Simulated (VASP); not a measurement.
Given:

```
ZrC
1.0
    0.00000     2.29375     2.29375
    2.29375     0.00000     2.29375
    2.29375     2.29375     0.00000
Zr C
1 1
Direct
  0.00000   0.00000   0.00000
  0.50000   0.50000   0.50000
```

Computed with LDA (Ceperley-Alder, Perdew-Zunger), VASP's LDA PAW potentials (set 64) (plane waves; VASP). Numerical set-up: 620 eV cut-off, 14×14×14 Γ-centred mesh, first-order Methfessel-Paxton smearing of 0.10 eV, potentials Zr_sv C.

Energy and stress use the plane-wave basis of the starting cell.

The ions, cell shape and volume at an external pressure of 20.0 GPa are relaxed. Give the cell that the relaxation ends in.

```
ZrC
1.0
    0.00000     2.26866     2.26866
    2.26866     0.00000     2.26866
    2.26866     2.26866     0.00000
Zr C
1 1
Cartesian
  2.26866   2.26866   0.00000
  2.26866   2.26866   2.26866
```
Space group Fm-3m (225), at a tolerance of 0.03 Å.

How do energy and volume change from the first to the last step?

The energy (σ→0) changes by +36.2 meV/atom and the volume by -3.2 %, in 4 ionic steps.

```csv
step,E(σ→0) (eV),max force (eV/Å),pressure (GPa),volume (Å³)
1,-21.2510,0.000,9.93,24.14
2,-20.8042,0.000,49.51,21.58
3,-21.1812,0.000,19.68,23.37
4,-21.1786,0.000,19.96,23.35
```

The compound is ZrC in the rock salt structure. This run relaxes it under an external pressure of 20 GPa. Symmetry was kept, so distortions that lower it aren't found.
